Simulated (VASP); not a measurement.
Given:

```
CELL_PARAMETERS angstrom
      4.33005     0.00000     0.00000
     -2.16503     3.74994     0.00000
      0.00000     0.00000     4.88124
ATOMIC_POSITIONS crystal
  V  0.33333 0.66667 0.93749
  V  0.66667 0.33333 0.43749
  Al 0.33333 0.66667 0.43751
  Al 0.66667 0.33333 0.93751
```

Level of theory: PBEsol GGA, VASP's PBE PAW potentials (set 64) (plane waves; VASP 6.6.1). Settings: 400 eV cut-off, Gaussian smearing of 0.050 eV, potentials V_sv Al.

### Question
Give the energies of bands 9 to 19 at the high-symmetry points, in eV from the Fermi level.

### Answer

```csv
band,Γ,M,K,A,L,H
9,-7.18,-5.45,-4.74,-5.56,-4.02,-3.71
10,-3.33,-4.26,-4.74,-5.56,-4.02,-3.70
11,-0.97,-1.89,-1.88,-1.09,-2.67,-2.56
12,-0.80,-0.95,-0.86,-1.09,-2.67,-2.56
13,-0.80,-0.48,-0.56,-1.09,-0.64,-1.39
14,-0.60,-0.46,-0.56,-1.09,-0.64,-1.39
15,-0.60,-0.40,-0.27,-0.64,-0.43,-0.05
16,-0.08,0.06,-0.27,-0.64,-0.43,-0.05
17,-0.08,0.36,-0.09,1.15,0.57,0.17
18,0.48,0.62,0.68,1.15,0.57,0.17
19,1.31,0.96,0.96,1.15,0.81,1.35
```

It has no gap at this level: it comes out as a metal or semimetal.

The structure was generated: VAl was put into the wurtzite type (P6_3mc), which need not be its known phase. It was relaxed first, which changed the volume by -37 %. The relaxed cell has space group P6_3/mmc. The run is not spin-polarised, so no magnetic state was tried.
